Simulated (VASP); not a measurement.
Consider the following.

```xyz
2
Lattice="0.0000 2.8428 2.8428 2.8428 0.0000 2.8428 2.8428 2.8428 0.0000" Properties=species:S:1:pos:R:3 pbc="T T T"
Ba     0.0000     0.0000     0.0000
O      2.8428     2.8428     2.8428
```

All values below come from PBE GGA with D4 dispersion, VASP's PBE PAW potentials (set 64) (plane waves; VASP). Settings: 520 eV cut-off, 8×8×8 Γ-centred mesh, Gaussian smearing of 0.050 eV, potentials Ba_sv O.

Unless said otherwise, spin-orbit coupling is left out, though it shifts the bands of the heavy elements here.

Task: Estimate the energy per atom (σ→0), pressure, band gap (on the k-mesh) with the smallest direct gap where there is one.

Result: 
```json
{
 "band gap (on the k-mesh)": "2.21 eV",
 "smallest direct gap (on the k-mesh)": "2.21 eV",
 "energy per atom (σ→0)": "-6.077 eV/atom",
 "pressure": "-3.63 GPa"
}
```

The absolute energy has meaning only against runs of the same code, potentials and settings.

The compound is BaO in the rock salt structure. This cell is one point of a volume scan, at 1.06 of the reference volume.
